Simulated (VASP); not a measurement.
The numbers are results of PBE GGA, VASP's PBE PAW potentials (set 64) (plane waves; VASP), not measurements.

The input files of a VASP run:

POSCAR:
```
Zn32HS32
1
   10.8925962364     0.0000000000     0.0000000000
    0.0000000000    10.8925962364    -0.0000000000
   -0.0000000000    -0.0000000000    10.8925962364
Zn S H
32 32 1
Direct
  0.5000000000   0.0000000000   0.0000000000
  0.7500000000   0.2500000000   0.0000000000
  0.7500000000   0.0000000000   0.2500000000
  0.0000000000   0.0000000000   0.0000000000
  0.2500000000   0.2500000000   0.0000000000
  0.5000000000   0.5000000000   0.0000000000
  0.7500000000   0.7500000000   0.0000000000
  0.2500000000   0.0000000000   0.2500000000
  0.5018710000   0.2545450000   0.2512640000
  0.7500000000   0.5000000000   0.2500000000
  0.5000000000   0.0000000000   0.5000000000
  0.7500000000   0.2500000000   0.5000000000
  0.7500000000   0.0000000000   0.7500000000
  0.0000000000   0.5000000000   0.0000000000
  0.2500000000   0.7500000000   0.0000000000
  0.0000000000   0.2500000000   0.2500000000
  0.2496250000   0.5004040000   0.2507070000
  0.5000000000   0.7500000000   0.2500000000
  0.0000000000   0.0000000000   0.5000000000
  0.2455880000   0.2464090000   0.4976460000
  0.4980670000   0.5003680000   0.4964340000
  0.7500000000   0.7500000000   0.5000000000
  0.2500000000   0.0000000000   0.7500000000
  0.5000000000   0.2500000000   0.7500000000
  0.7500000000   0.5000000000   0.7500000000
  0.0000000000   0.7500000000   0.2500000000
  0.0000000000   0.5000000000   0.5000000000
  0.2500000000   0.7500000000   0.5000000000
  0.0000000000   0.2500000000   0.7500000000
  0.2500000000   0.5000000000   0.7500000000
  0.5000000000   0.7500000000   0.7500000000
  0.0000000000   0.7500000000   0.7500000000
  0.6250000000   0.1250000000   0.1250000000
  0.8750000000   0.3750000000   0.1250000000
  0.8750000000   0.1250000000   0.3750000000
  0.1250000000   0.1250000000   0.1250000000
  0.3775250000   0.3754510000   0.1218420000
  0.6250000000   0.6250000000   0.1250000000
  0.8750000000   0.8750000000   0.1250000000
  0.3781460000   0.1259750000   0.3745870000
  0.6205480000   0.3716690000   0.3763430000
  0.8750000000   0.6250000000   0.3750000000
  0.6250000000   0.1250000000   0.6250000000
  0.8750000000   0.3750000000   0.6250000000
  0.8750000000   0.1250000000   0.8750000000
  0.1250000000   0.6250000000   0.1250000000
  0.3750000000   0.8750000000   0.1250000000
  0.1256220000   0.3750990000   0.3750620000
  0.3707050000   0.6222130000   0.3728090000
  0.6250000000   0.8750000000   0.3750000000
  0.1250000000   0.1250000000   0.6250000000
  0.3782770000   0.3704770000   0.6215310000
  0.6250000000   0.6250000000   0.6250000000
  0.8750000000   0.8750000000   0.6250000000
  0.3750000000   0.1250000000   0.8750000000
  0.6250000000   0.3750000000   0.8750000000
  0.8750000000   0.6250000000   0.8750000000
  0.1250000000   0.8750000000   0.3750000000
  0.1250000000   0.6250000000   0.6250000000
  0.3750000000   0.8750000000   0.6250000000
  0.1250000000   0.3750000000   0.8750000000
  0.3750000000   0.6250000000   0.8750000000
  0.6250000000   0.8750000000   0.8750000000
  0.1250000000   0.8750000000   0.8750000000
  0.3729870000   0.3733330000   0.3774620000
```

**INCAR**
```
# general
SYSTEM  = Zn32HS32
PREC    = Normal
ENCUT   = 400
LREAL   = Auto
LASPH   = .TRUE.
ISYM    = 0

# electronic loop
EDIFF   = 1E-5
NELM    = 100
NELMIN  = 4
ALGO    = Fast
LMAXMIX = 4

# smearing
ISMEAR  = 0
SIGMA   = 0.05

# functional
GGA     = PE

# spin
ISPIN   = 2
MAGMOM  = 65*0.0154
NUPDOWN = 1

# ions
IBRION  = 2
NSW     = 60
ISIF    = 2
EDIFFG  = -0.03

# output
LWAVE   = .FALSE.
LCHARG  = .FALSE.
LORBIT  = 10
```

**KPOINTS**
```
K-points
0
G
  1 1 1
0 0 0
```

POTCAR, in this order: Zn S H (PBE.64 set). Program: vasp_gam.

The run wrote:

**OSZICAR**
```
...
RMM:  10    -0.218616166783E+03   -0.27324E-02   -0.19732E-01  1391   0.111E+00    0.110E+00
RMM:  11    -0.218626380920E+03   -0.10214E-01   -0.94005E-02  1482   0.479E-01    0.708E-01
RMM:  12    -0.218626090348E+03    0.29057E-03   -0.41498E-02  1388   0.393E-01    0.604E-01
RMM:  13    -0.218625955223E+03    0.13512E-03   -0.66015E-03  1389   0.155E-01    0.183E-01
RMM:  14    -0.218625898550E+03    0.56672E-04   -0.11329E-03  1453   0.637E-02    0.204E-01
RMM:  15    -0.218625919368E+03   -0.20818E-04   -0.33436E-04  1619   0.347E-02    0.363E-01
RMM:  16    -0.218625874076E+03    0.45293E-04   -0.62922E-04  1388   0.643E-02    0.974E-02
RMM:  17    -0.218625849344E+03    0.24732E-04   -0.30425E-04  1311   0.206E-02    0.109E-01
RMM:  18    -0.218625835436E+03    0.13908E-04   -0.76273E-05  1381   0.193E-02    0.970E-02
RMM:  19    -0.218625828245E+03    0.71907E-05   -0.15669E-05   811   0.995E-03
   1 F= -.21862583E+03 E0= -.21862583E+03  d E =-.218626E+03  mag=     1.0000
       N       E                     dE             d eps       ncg     rms          rms(c)
DAV:   1    -0.218677745753E+03   -0.51910E-01   -0.14726E+01  1520   0.643E+00    0.196E+00
RMM:   2    -0.218720634235E+03   -0.42888E-01   -0.48184E-01  1388   0.132E+00    0.564E-01
RMM:   3    -0.218727259118E+03   -0.66249E-02   -0.89934E-02  1402   0.579E-01    0.463E-01
RMM:   4    -0.218728534410E+03   -0.12753E-02   -0.22096E-02  1465   0.305E-01    0.446E-01
RMM:   5    -0.218727938258E+03    0.59615E-03   -0.54078E-03  1388   0.157E-01    0.119E-01
RMM:   6    -0.218728161795E+03   -0.22354E-03   -0.21999E-03  1388   0.751E-02    0.874E-02
RMM:   7    -0.218728110190E+03    0.51605E-04   -0.33910E-04  1366   0.351E-02    0.492E-02
RMM:   8    -0.218728094451E+03    0.15739E-04   -0.28645E-04  1368   0.275E-02    0.204E-02
RMM:   9    -0.218728097811E+03   -0.33602E-05   -0.58350E-05  1134   0.171E-02
   2 F= -.21872810E+03 E0= -.21872810E+03  d E =-.102270E+00  mag=     1.0000
       N       E                     dE             d eps       ncg     rms          rms(c)
DAV:   1    -0.218728335051E+03   -0.24060E-03   -0.61248E+00  1504   0.411E+00    0.118E+00
RMM:   2    -0.218745275494E+03   -0.16940E-01   -0.19153E-01  1388   0.838E-01    0.356E-01
RMM:   3    -0.218747771485E+03   -0.24960E-02   -0.34396E-02  1393   0.361E-01    0.261E-01
RMM:   4    -0.218748259688E+03   -0.48820E-03   -0.83870E-03  1456   0.191E-01    0.258E-01
RMM:   5    -0.218748043727E+03    0.21596E-03   -0.19538E-03  1388   0.975E-02    0.779E-02
RMM:   6    -0.218748123603E+03   -0.79876E-04   -0.83999E-04  1385   0.464E-02    0.527E-02
RMM:   7    -0.218748102996E+03    0.20607E-04   -0.13178E-04  1228   0.218E-02    0.286E-02
RMM:   8    -0.218748100497E+03    0.24985E-05   -0.10279E-04  1182   0.167E-02    0.119E-02
RMM:   9    -0.218748101519E+03   -0.10218E-05   -0.21935E-05   890   0.110E-02
   3 F= -.21874810E+03 E0= -.21874810E+03  d E =-.122273E+00  mag=     1.0000
       N       E                     dE             d eps       ncg     rms          rms(c)
DAV:   1    -0.218748116788E+03   -0.16291E-04   -0.20930E-02  1512   0.239E-01    0.676E-02
RMM:   2    -0.218748175938E+03   -0.59150E-04   -0.65543E-04  1382   0.495E-02    0.216E-02
RMM:   3    -0.218748184225E+03   -0.82870E-05   -0.11621E-04  1197   0.209E-02    0.144E-02
RMM:   4    -0.218748185823E+03   -0.15980E-05   -0.28384E-05   933   0.117E-02
   4 F= -.21874819E+03 E0= -.21874819E+03  d E =-.122358E+00  mag=     1.0000
       N       E                     dE             d eps       ncg     rms          rms(c)
DAV:   1    -0.218754982485E+03   -0.67983E-02   -0.23501E+00  1437   0.272E+00    0.420E-01
RMM:   2    -0.218757115358E+03   -0.21329E-02   -0.25203E-02  1388   0.314E-01    0.119E-01
RMM:   3    -0.218757510591E+03   -0.39523E-03   -0.45586E-03  1398   0.132E-01    0.114E-01
RMM:   4    -0.218757543238E+03   -0.32647E-04   -0.89916E-04  1447   0.684E-02    0.994E-02
RMM:   5    -0.218757507369E+03    0.35870E-04   -0.29800E-04  1388   0.352E-02    0.263E-02
RMM:   6    -0.218757516520E+03   -0.91515E-05   -0.78656E-05  1182   0.160E-02
   5 F= -.21875752E+03 E0= -.21875752E+03  d E =-.933070E-02  mag=     1.0000
       N       E                     dE             d eps       ncg     rms          rms(c)
DAV:   1    -0.218750944763E+03    0.65626E-02   -0.10981E+01  1456   0.589E+00    0.927E-01
RMM:   2    -0.218761039024E+03   -0.10094E-01   -0.12027E-01  1388   0.691E-01    0.260E-01
RMM:   3    -0.218762948471E+03   -0.19094E-02   -0.22066E-02  1402   0.291E-01    0.248E-01
RMM:   4    -0.218763117913E+03   -0.16944E-03   -0.44023E-03  1446   0.153E-01    0.221E-01
RMM:   5    -0.218762945628E+03    0.17229E-03   -0.15308E-03  1388   0.780E-02    0.581E-02
RMM:   6    -0.218762986622E+03   -0.40994E-04   -0.37899E-04  1404   0.355E-02    0.628E-02
RMM:   7    -0.218762945097E+03    0.41525E-04   -0.93984E-05  1286   0.184E-02    0.309E-02
RMM:   8    -0.218762943256E+03    0.18413E-05   -0.14524E-04  1281   0.170E-02    0.110E-02
RMM:   9    -0.218762942014E+03    0.12417E-05   -0.20525E-05   847   0.110E-02
   6 F= -.21876294E+03 E0= -.21876294E+03  d E =-.147562E-01  mag=     1.0000
       N       E                     dE             d eps       ncg     rms          rms(c)
DAV:   1    -0.218762802383E+03    0.14087E-03   -0.69246E-01  1480   0.148E+00    0.228E-01
RMM:   2    -0.218763433576E+03   -0.63119E-03   -0.74837E-03  1388   0.171E-01    0.629E-02
RMM:   3    -0.218763548155E+03   -0.11458E-03   -0.13320E-03  1395   0.714E-02    0.609E-02
RMM:   4    -0.218763557852E+03   -0.96974E-05   -0.26491E-04  1438   0.371E-02    0.533E-02
RMM:   5    -0.218763546753E+03    0.11099E-04   -0.86626E-05  1223   0.190E-02    0.138E-02
RMM:   6    -0.218763549307E+03   -0.25542E-05   -0.22464E-05   894   0.866E-03
   7 F= -.21876355E+03 E0= -.21876355E+03  d E =-.153635E-01  mag=     1.0000
       N       E                     dE             d eps       ncg     rms          rms(c)
DAV:   1    -0.218766012881E+03   -0.24661E-02   -0.22645E+00  1440   0.268E+00    0.364E-01
RMM:   2    -0.218767830520E+03   -0.18176E-02   -0.20391E-02  1388   0.287E-01    0.102E-01
RMM:   3    -0.218768180476E+03   -0.34996E-03   -0.36901E-03  1399   0.121E-01    0.106E-01
RMM:   4    -0.218768207005E+03   -0.26528E-04   -0.68860E-04  1444   0.614E-02    0.917E-02
RMM:   5    -0.218768180589E+03    0.26416E-04   -0.25355E-04  1388   0.327E-02    0.216E-02
RMM:   6    -0.218768189129E+03   -0.85403E-05   -0.63279E-05  1110   0.144E-02
   8 F= -.21876819E+03 E0= -.21876819E+03  d E =-.463982E-02  mag=     1.0000
       N       E                     dE             d eps       ncg     rms          rms(c)
DAV:   1    -0.218767503898E+03    0.67669E-03   -0.23188E+00  1448   0.271E+00    0.381E-01
RMM:   2    -0.218769383172E+03   -0.18793E-02   -0.21518E-02  1388   0.293E-01    0.107E-01
RMM:   3    -0.218769774358E+03   -0.39119E-03   -0.40448E-03  1406   0.124E-01    0.108E-01
RMM:   4    -0.218769800766E+03   -0.26409E-04   -0.71975E-04  1433   0.636E-02    0.911E-02
RMM:   5    -0.218769777644E+03    0.23122E-04   -0.26326E-04  1388   0.337E-02    0.220E-02
RMM:   6    -0.218769786436E+03   -0.87917E-05   -0.65110E-05  1141   0.148E-02
   9 F= -.21876979E+03 E0= -.21876979E+03  d E =-.623713E-02  mag=     1.0000
       N       E                     dE             d eps       ncg     rms          rms(c)
DAV:   1    -0.218770163565E+03   -0.38592E-03   -0.90136E-01  1480   0.170E+00    0.293E-01
RMM:   2    -0.218771201518E+03   -0.10380E-02   -0.12279E-02  1388   0.211E-01    0.714E-02
RMM:   3    -0.218771398924E+03   -0.19741E-03   -0.22102E-03  1395   0.899E-02    0.790E-02
RMM:   4    -0.218771415336E+03   -0.16412E-04   -0.42203E-04  1450   0.448E-02    0.692E-02
RMM:   5    -0.218771399551E+03    0.15784E-04   -0.14652E-04  1353   0.249E-02    0.167E-02
RMM:   6    -0.218771404264E+03   -0.47129E-05   -0.36595E-05   995   0.112E-02
  10 F= -.21877140E+03 E0= -.21877140E+03  d E =-.161783E-02  mag=     1.0000
```

**OUTCAR**
```
------------------------ aborting loop because EDIFF is reached ----------------------------------------
  FORCE on cell =-STRESS in cart. coord.  units (eV):
  Direction    XX          YY          ZZ          XY          YZ          ZX
  --------------------------------------------------------------------------------------
  Total        1.9055163      1.9015800      1.8980270     -0.0049239     -0.0092351      0.0516863
  in kB        2.3622672      2.3573875      2.3529828     -0.0061041     -0.0114487      0.0640755
  external PRESSURE =       2.3575458 kB  Pullay stress =       0.0000000 kB
  volume of cell :     1292.39
      direct lattice vectors                 reciprocal lattice vectors
    10.892596236  0.000000000  0.000000000     0.091805478  0.000000000  0.000000000
     0.000000000 10.892596236  0.000000000     0.000000000  0.091805478  0.000000000
     0.000000000  0.000000000 10.892596236     0.000000000  0.000000000  0.091805478
  FREE ENERGIE OF THE ION-ELECTRON SYSTEM (eV)
  ---------------------------------------------------
  free  energy   TOTEN  =      -218.7714042642 eV

  energy  without entropy=     -218.7714042642  energy(sigma->0) =     -218.77140426

 total charge

# of ion       s       p       d       tot
------------------------------------------
    1        0.508   0.459   9.798  10.765
    2        0.508   0.459   9.798  10.766
    3        0.508   0.460   9.798  10.766
    4        0.508   0.459   9.798  10.765
    5        0.509   0.461   9.798  10.768
    6        0.509   0.460   9.798  10.767
    7        0.508   0.459   9.798  10.765
    8        0.509   0.461   9.798  10.768
    9        0.502   0.453   9.797  10.752
   10        0.509   0.461   9.798  10.768
   11        0.509   0.461   9.798  10.768
   12        0.509   0.460   9.798  10.767
   13        0.508   0.458   9.798  10.764
   14        0.508   0.459   9.798  10.765
   15        0.508   0.459   9.798  10.766
   16        0.509   0.461   9.798  10.769
   17        0.502   0.453   9.797  10.752
   18        0.509   0.461   9.798  10.768
   19        0.508   0.459   9.798  10.764
   20        0.502   0.454   9.797  10.753
   21        0.502   0.455   9.797  10.754
   22        0.508   0.460   9.798  10.766
   23        0.508   0.459   9.798  10.765
   24        0.509   0.461   9.798  10.768
   25        0.508   0.460   9.798  10.766
   26        0.508   0.459   9.798  10.766
   27        0.509   0.461   9.798  10.768
   28        0.509   0.461   9.798  10.768
   29        0.508   0.459   9.798  10.765
   30        0.509   0.462   9.798  10.769
   31        0.508   0.460   9.798  10.766
   32        0.508   0.459   9.798  10.765
   33        1.311   2.434   0.000   3.745
   34        1.311   2.437   0.000   3.748
   35        1.311   2.437   0.000   3.748
   36        1.311   2.436   0.000   3.747
   37        1.314   2.429   0.000   3.743
   38        1.311   2.436   0.000   3.747
   39        1.311   2.436   0.000   3.747
   40        1.315   2.428   0.000   3.743
   41        1.314   2.429   0.000   3.744
   42        1.311   2.437   0.000   3.748
   43        1.311   2.436   0.000   3.747
   44        1.311   2.437   0.000   3.748
   45        1.311   2.436   0.000   3.747
   46        1.311   2.433   0.000   3.745
   47        1.311   2.437   0.000   3.748
   48        1.315   2.428   0.000   3.743
   49        1.315   2.429   0.000   3.743
   50        1.311   2.437   0.000   3.748
   51        1.311   2.433   0.000   3.744
   52        1.315   2.429   0.000   3.744
   53        1.311   2.434   0.000   3.745
   54        1.311   2.436   0.000   3.746
   55        1.311   2.437   0.000   3.748
   56        1.311   2.437   0.000   3.748
   57        1.311   2.436   0.000   3.747
   58        1.311   2.437   0.000   3.748
   59        1.311   2.436   0.000   3.747
   60        1.311   2.437   0.000   3.748
   61        1.311   2.437   0.000   3.748
   62        1.311   2.437   0.000   3.748
   63        1.311   2.436   0.000   3.747
   64        1.311   2.436   0.000   3.747
   65        0.413   0.006   0.000   0.418
--------------------------------------------------
tot         58.632  92.604 313.538 464.774

 magnetization (x)

# of ion       s       p       d       tot
------------------------------------------
    1        0.000   0.000  -0.000   0.001
    2        0.000   0.001  -0.000   0.001
    3        0.000   0.000  -0.000   0.001
    4        0.001   0.000   0.000   0.001
    5        0.001   0.001   0.001   0.003
    6        0.001   0.001   0.001   0.003
    7        0.001   0.000   0.000   0.001
    8        0.001   0.001   0.001   0.003
    9       -0.002  -0.002   0.010   0.006
   10        0.001   0.001   0.001   0.003
   11        0.001   0.001   0.001   0.003
   12        0.001   0.001   0.001   0.003
   13        0.001   0.000   0.000   0.001
   14        0.000   0.000  -0.000   0.001
   15        0.000   0.001  -0.000   0.001
   16        0.001   0.001   0.001   0.003
...
```
(Selected blocks of OUTCAR.)

CONTCAR:
```
Zn32HS32
   1.00000000000000
    10.8925962363999993    0.0000000000000000    0.0000000000000000
     0.0000000000000000   10.8925962363999993    0.0000000000000000
     0.0000000000000000    0.0000000000000000   10.8925962363999993
  Zn              S               H
    32    32     1
Direct
     0.5002644107740065    0.0001307038613154    0.0000237985156590
     0.7498005849313107    0.2497460290593911    0.9999958391719007
     0.7495988646024911    0.0001106747235270    0.2496872965895915
     0.9999987936276520    0.9999323810243570    0.9999965144848999
     0.2495452300842146    0.2494145182297728    0.9987015459262018
     0.5006923312281065    0.5007177397121142    0.9986423280425265
     0.7500761663439026    0.7500040683793502    0.0000520886670130
     0.2495206729182325    0.9987848732113508    0.2491489865166315
     0.4985896498291235    0.2517702942890628    0.2511923125930252
     0.7510927879624031    0.5006088815015390    0.2495451933563752
     0.5006370047803406    0.9989564035554475    0.5003478975840094
     0.7508500396024301    0.2494767515647769    0.5005399364431483
     0.7502371766266633    0.9996325239922027    0.7502025060093891
     0.0000242100237525    0.5002085216717774    0.9998456631575000
     0.2498754274902675    0.7494988143062051    0.9997900832884306
     0.9985461247705126    0.2492663361144841    0.2492275959437152
     0.2510087068648285    0.4982975592103873    0.2509579764259398
     0.5003742717832633    0.7509278665161484    0.2493980449810157
     0.9998844299022719    0.9999599650890263    0.5002131014391848
     0.2511386325698878    0.2507484667583800    0.4979858711550351
     0.4977522311292532    0.4982699445493073    0.4981662337858067
     0.7494751942769974    0.7495523769671417    0.5001935522798531
     0.2498816952602863    0.9998899275699257    0.7498275414832866
     0.5005129178090969    0.2494122227956750    0.7507481453168445
     0.7496183616924805    0.5002925196380444    0.7494093064535519
     0.0000940383819364    0.7499279817615777    0.2497463377821632
     0.9991171832982706    0.5005292256827287    0.5004618440072613
     0.2493740406750898    0.7509168778870051    0.5003724889906925
     0.0001292008355814    0.2498366257136223    0.7499035425924692
     0.2496298682774408    0.5000663797424250    0.7506826833054051
     0.5002958107523953    0.7498302867805567    0.7495591825311663
     0.0001314925459883    0.7497641192282227    0.7500481918714376
     0.6243716333776779    0.1257271442768633    0.1255587319159374
     0.8749083927651190    0.3750254096969990    0.1242591794203915
     0.8747729733890421    0.1243666734240770    0.3749064715547338
     0.1250433882305546    0.1250537336418223    0.1248626889423527
     0.3750657923566779    0.3750848765715104    0.1218612267958039
     0.6251096686141253    0.6250688050473019    0.1250682666892334
     0.8749612589733288    0.8750829188769363    0.1249686647210351
     0.3751442812646499    0.1219818089084518    0.3744845817508129
     0.6276398004642076    0.3750934764156241    0.3750182474399337
     0.8750666714153362    0.6255854051650998    0.3750457039111111
     0.6251427776074086    0.1246536366950596    0.6250665601657854
     0.8750492646065637    0.3750892873787658    0.6254323483286016
     0.8750922456652858    0.1249043830962157    0.8750494729008759
     0.1253708346365334    0.6243521558924267    0.1253808497746711
     0.3749444170465523    0.8747704284948632    0.1241392702637356
     0.1219002131735027    0.3746915344876616    0.3746989270786530
     0.3744662313189633    0.6274787154724425    0.3746381963065752
     0.6254744879834375    0.8747406329386269    0.3748637643330246
     0.1254978091186834    0.1254305310683480    0.6243290792089004
     0.3748039407538619    0.3743232382141923    0.6273106842357909
     0.6237767779564339    0.6239538752926248    0.6237937358623928
     0.8749266959115779    0.8745056329069776    0.6249634494645779
     0.3750212325950704    0.1243736580646154    0.8748000997682476
     0.6255807525813996    0.3749665509055049    0.8746277614042014
     0.8747387101368779    0.6249545470057980    0.8747166805572387
     0.1244315728755158    0.8750234091890779    0.3748462186595370
     0.1252002142229710    0.6248002724543251    0.6250193909100333
     0.3750658348645179    0.8749071751435561    0.6253192230502217
     0.1245543334163891    0.3749940641051012    0.8747727931263312
     0.3749664076386338    0.6253805693532886    0.8744284160628005
     0.6249637523436221    0.8747099523436868    0.8749735485393589
     0.1249328982474628    0.8748234309599913    0.8750024819303761
     0.3732081827975358    0.3735632054253167    0.3768666542355870
```

The supercell is sampled at Γ alone, which is coarse: total energies, pressure and levels can be off, energies of defects by several tenths of an eV.

The cell is a supercell with a defect, built from ZnS (zinc blende): H_i.
